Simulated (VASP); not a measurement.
Given:

```
CELL_PARAMETERS angstrom
      3.41417     0.00000     0.00000
     -1.70709     2.95676     0.00000
      0.00000     0.00000     5.62702
ATOMIC_POSITIONS crystal
  Be 0.33333 0.66667 0.00051
  Be 0.66667 0.33333 0.50051
  S  0.33333 0.66667 0.37449
  S  0.66667 0.33333 0.87449
```

Calculation: PBEsol GGA, VASP's PBE PAW potentials (set 64) (plane waves; VASP). Run with 400 eV cut-off, 10×10×5 Γ-centred mesh, tetrahedra with Blöchl corrections, potentials Be S.

What does the run give for the energy per atom (σ→0)?

The energy per atom (σ→0) is -5.276 eV/atom.

The absolute energy has meaning only against runs of the same code, potentials and settings.

The structure was generated: BeS was put into the wurtzite type (P6_3mc), which need not be its known phase. It was relaxed first, which changed the volume by +14 %.
